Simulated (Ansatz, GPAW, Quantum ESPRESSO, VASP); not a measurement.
# Rb₂ZnF₄ (P1, 7 atoms in the cell) computed with different codes at matched settings

Self-consistent single point, at a second geometry (lattice scaled by 0.98). First geometry:

```xyz
7
Lattice="-2.0614 2.0614 6.8413 2.0614 -2.0614 6.8413 2.0614 2.0614 -6.8413" Properties=species:S:1:pos:R:3 pbc="T T T"
Rb     0.0313    -0.0388     4.8290
Rb    -0.0075    -0.0197     8.8673
Zn    -0.0120    -0.0003    -0.0261
F      0.0018     0.0251     2.0279
F     -0.0183     0.0050    11.6498
F     -0.0053     2.0816     0.0174
F      2.0714     0.0086    -0.0003
```

Shared settings, as Ansatz (a first-principles code) writes them: kpoints.mp_grid.grid = 3 3 4; scf.occupations.method = fixed. Potentials and cutoffs stand in the table.

```
code                                                                      model  ΔF from the first geometry (meV/atom)  pressure (GPa)  largest force (eV/Å)  gap on the mesh (eV)  cutoff
----------------  -------------------------------------------------------------  -------------------------------------  --------------  --------------------  --------------------  ------
Quantum ESPRESSO            LDA (PZ), GBRV 1.5 ultrasoft (LDA) pseudopotentials                                  -13.1           -0.39                 0.395                 4.253   50 Ry
Ansatz                                      LDA (PW92), PAW files made with PBE                                  -14.1           -0.83                 0.382                 4.267  420 eV
GPAW              LDA (Perdew-Wang 92), GPAW PAW datasets LDA (gpaw-data 1.0.1)                                  -14.2               –                 0.368                 4.215  900 eV
VASP                               LDA (PZ), VASP's LDA PAW potentials (set 64)                                  -12.0           -6.59                 0.403                 4.251  400 eV
```

For VASP (by 6.3 GPa) the energy change implies a higher mean pressure, against the two pressures, than for the other programs: a sign of finite-basis (Pulay) stress.

Size of the force on each atom (eV/Å): Sizes of forces hide their directions.

```
code                Rb1    Rb2    Zn3     F4     F5     F6     F7
----------------  -----  -----  -----  -----  -----  -----  -----
Quantum ESPRESSO  0.136  0.137  0.395  0.049  0.189  0.187  0.205
Ansatz            0.137  0.140  0.382  0.046  0.144  0.181  0.197
GPAW              0.138  0.136  0.368  0.073  0.103  0.175  0.189
VASP              0.137  0.128  0.403  0.050  0.192  0.194  0.213
```

A dash marks a value that a program does not give, or that is left out as unsure.

Gaps are read on the mesh.

The spread over the programs that give each value: ΔF from the first geometry within 2.2 meV/atom; pressure within 6.20 GPa; largest force within 0.035 eV/Å; gap on the mesh within 0.052 eV.

Ansatz's pressure is given at a fixed set of plane waves, as the other plane-wave codes print theirs; with its correction for the finite basis it is -0.42 GPa (the shift of 0.41 GPa shows how far the cutoff is from converged). The pressure of GPAW is left out: its cutoff lies under the one at which its stress was checked. The same LDA comes in different parametrisations, which differ slightly. In the pressure, VASP (by 5.76) lies more than 1 GPa from the median of the plane-wave programs.

VASP's run is marked for a possible Pulay error in its stress at this cutoff; no cutoff test was made.

VASP ran the fixed occupations as a Gaussian smearing of 0.01 eV.

The starting cell comes from a database of computed structures (which also holds hypothetical and non-ambient phases and stackings), without a prior relaxation at this level. Its atoms were displaced at random from the sites of space group no. 139. For this run, on top of that: lattice scaled by 0.98.

Left out of this page: CP2K and SIESTA (not drawn, or without a comparable value).

Keys are those of Ansatz 0.2.
